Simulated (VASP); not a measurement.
Data:

```
SnS2
1.0
    1.84519    -3.19597     0.00000
    1.84519     3.19597     0.00000
    0.00000     0.00000     5.87365
Sn S
1 2
Direct
  0.00000   0.00000   0.00000
  0.33333   0.66667   0.25247
  0.66667   0.33333   0.74753
```

The numbers are results of rev-vdW-DF2, VASP's PBE PAW potentials (set 64) (plane waves; VASP), not measurements. Settings: 520 eV cut-off, 8×8×4 Γ-centred mesh, tetrahedra with Blöchl corrections, potentials Sn_d S.

The cores are frozen, which limits the accuracy of field gradients.

### Question
Give the principal components of the electric field gradient (V/Å²) and the asymmetry η at each nucleus.

### Answer

| atom | Vxx | Vyy | Vzz | η |
|---|---|---|---|---|
| Sn1 | -6.4 | -6.4 | 12.8 | 0.00 |
| S2 | 22.2 | 22.2 | -44.4 | 0.00 |
| S3 | 22.2 | 22.2 | -44.4 | 0.00 |

The compound is SnS2 in the 1T layered structure. It was relaxed first.
